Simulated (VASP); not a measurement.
Write the native input for VASP 6.6.1 that does the following.

| Item | Value |
| --- | --- |
| Task | band structure |
| Functional | TB-mBJ |
| Potentials or basis | VASP PAW PBE potentials, release 64 (Zn, O) |
| Cutoff | 520 eV |
| k mesh | 9 × 9 × 5 |
| Occupations | gaussian, width 0.03 eV |
| Spin | no spin polarisation |
| Further INCAR settings | ALGO = Normal; EDIFF = 1e-06; NBANDS = 26 |

The system is ZnO.

```
Zn O
1.0
     3.28650    0.00000    0.00000
    -1.64325    2.84619    0.00000
     0.00000    0.00000    5.30039
Zn O
2 2
Cartesian
  0.0000 1.8975 2.6493
  1.6433 0.9487 5.2995
  1.6433 0.9487 2.0098
  0.0000 1.8975 4.6600
```

These files were run (other wordings do the same):

POSCAR

```
ZnO                                     
1.0
    3.2865005557      0.0000000000      0.0000000000
   -1.6432502778      2.8461929680      0.0000000000
    0.0000000000      0.0000000000      5.3003902202
  Zn              O             
     2     2
Direct
     0.3333333300000021    0.6666666699999979    0.4998270304180565
     0.6666666699999979    0.3333333300000021    0.9998270304180565
     0.6666666699999979    0.3333333300000021    0.3791829695819444
     0.3333333300000021    0.6666666699999979    0.8791829695819444
```

INCAR.step1

```
SYSTEM = ZnO
ALGO = Normal
EDIFF = 1E-5
ENCUT = 520
GGA = PE
ISIF = 2
ISMEAR = 0
LASPH = .TRUE.
LCHARG = .FALSE.
LREAL = .FALSE.
LWAVE = .TRUE.
NBANDS = 26
NELM = 80
PREC = Accurate
SIGMA = 0.03
```

INCAR.step2

```
SYSTEM = ZnO
ALGO = Normal
EDIFF = 1E-6
ENCUT = 520
ISIF = 2
ISMEAR = 0
ISTART = 1
LASPH = .TRUE.
LCHARG = .FALSE.
LREAL = .FALSE.
LWAVE = .FALSE.
METAGGA = MBJ
NBANDS = 26
NELM = 80
PREC = Accurate
SIGMA = 0.03
```

KPOINTS

```
k-points
0
G
  9 9 5
  0 0 0
```

KPOINTS_OPT

```
explicit points
141
Reciprocal
 0.0000000000  0.0000000000  0.0000000000 1
 0.0357142857  0.0000000000  0.0000000000 1
 0.0714285714  0.0000000000  0.0000000000 1
 0.1071428571  0.0000000000  0.0000000000 1
 0.1428571429  0.0000000000  0.0000000000 1
 0.1785714286  0.0000000000  0.0000000000 1
[... 133 lines left out ...]
 0.5000000000  0.0000000000  0.5000000000 1
 0.5000000000  0.0000000000  0.0000000000 1
```

Potentials or basis: VASP PAW PBE potentials, release 64 (Zn, O).

Launch:

```console
$ cat potpaw_PBE.64/Zn/POTCAR potpaw_PBE.64/O/POTCAR > POTCAR
$ cp INCAR.step1 INCAR
$ mpirun -np 1 vasp_std > vasp.out
$ cp INCAR.step2 INCAR
$ mpirun -np 1 vasp_std > vasp.out
```

Results of the run:

```json
{
 "Band gap on the k mesh": "2.53 eV, direct",
 "Band gap along the path": "2.53 eV, direct"
}
```

Wall time 100 s on 1 thread of Intel(R) Xeon(R) 6975P-C (Granite Rapids), with other jobs on the host, peak memory 0.21 GiB.
